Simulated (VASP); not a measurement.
```
CELL_PARAMETERS angstrom
      0.00000     3.43369     3.46480
      3.49631     0.00000     3.46480
      3.49631     3.43369     0.00000
ATOMIC_POSITIONS crystal
  Sr 0.00000 0.00000 0.00000
  Cl 0.25000 0.25000 0.25000
  Cl 0.73865 0.76135 0.76135
```

These are PBE GGA, VASP's PBE PAW potentials (set 64) (plane waves; VASP) values and carry that method's errors. Settings: 400 eV cut-off, 10×10×10 Γ-centred mesh, Gaussian smearing of 0.050 eV, potentials Sr_sv Cl.

Task: Which forces act on the atoms, in eV/Å?

Result: 
```json
[
 {"atom": "Sr1", "Fx": "0.121", "Fy": "0.000", "Fz": "0.000"},
 {"atom": "Cl2", "Fx": "0.109", "Fy": "0.000", "Fz": "0.000"},
 {"atom": "Cl3", "Fx": "-0.230", "Fy": "0.000", "Fz": "0.000"}
]
```

Task: Give the stress tensor in GPa (positive for a compressed cell).

Result: 
```
1.48  0.00  0.00
0.00  2.39  0.44
0.00  0.44  1.91
```
The pressure is its mean diagonal, 1.93 GPa.

The compound is SrCl2 in the fluorite structure. The cell was not relaxed at this level, atoms are displaced from their ideal sites. The run is one of a series of settings (KPOINTS 10×10×10 Γ-centred mesh against the base run), some of them coarse on purpose.
